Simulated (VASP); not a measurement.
A run of VASP 6.6.1:

INCAR

```
PREC = Accurate ; ENCUT = 520
EDIFF = 1E-7 ; ISMEAR = 0
SIGMA = 0.15 ; LREAL = F
LASPH = T ; NELM = 100
ALGO = Normal ; ISIF = 2
LWAVE = F ; LCHARG = F
GGA = PS ; NBANDS = 18
```

KPOINTS

```
regular mesh
0
Gamma
  16 16 16
```

POSCAR

```
HfZn
1.0
    3.2751048400      0.0000000000      0.0000000000
    0.0000000000      3.2751048400      0.0000000000
    0.0000000000      0.0000000000      3.2751048400
Hf Zn
1 1
Direct
    0.5000000000      0.5000000000      0.5000000000
    0.0000000000      0.0000000000      0.0000000000
```

Potentials or basis: VASP PAW PBE potentials, release 64 (Hf_pv, Zn).

Launch:

```sh
$ cat potpaw_PBE.64/Hf_pv/POTCAR potpaw_PBE.64/Zn/POTCAR > POTCAR
$ mpirun -np 1 vasp_std > vasp.out
```

Hardware: 1 thread of Intel(R) Xeon(R) 6975P-C (Granite Rapids), with other jobs on the host.

**Question.** Estimate the wall time of this run.

**Answer.** It took 21 s on 1 thread of Intel(R) Xeon(R) 6975P-C (Granite Rapids), with other jobs on the host, peak memory 0.22 GiB. Counts: scf iterations 13, k points 165.
